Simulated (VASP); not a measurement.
Data:

```yaml
crystal:
  lattice:
    - [3.83073, 0.00000, 0.00000]
    - [0.00000, 3.83073, 0.00000]
    - [0.00000, 0.00000, 3.83073]
  atoms:
    - { symbol: N, position: [0.00000, 0.00000, 0.00000] }
    - { symbol: Cu, position: [0.50000, 0.00000, 0.00000] }
    - { symbol: Cu, position: [0.00000, 0.00000, 0.50000] }
    - { symbol: Cu, position: [0.00000, 0.50000, 0.00000] }
```

Level of theory: PBE GGA, VASP's PBE PAW potentials (set 64) (plane waves; VASP). Numerical set-up: 500 eV cut-off, 5×5×5 Γ-centred mesh, Gaussian smearing of 0.050 eV, potentials N Cu.

Task: Predict the energy per atom (σ→0).

Result: 
```yaml
energy per atom (σ→0): -4.601 eV/atom
```

The structure was generated: Cu3N was put into the ReO3 type (Pm-3m), which need not be its known phase. It was relaxed first, which changed the volume by +26 %.
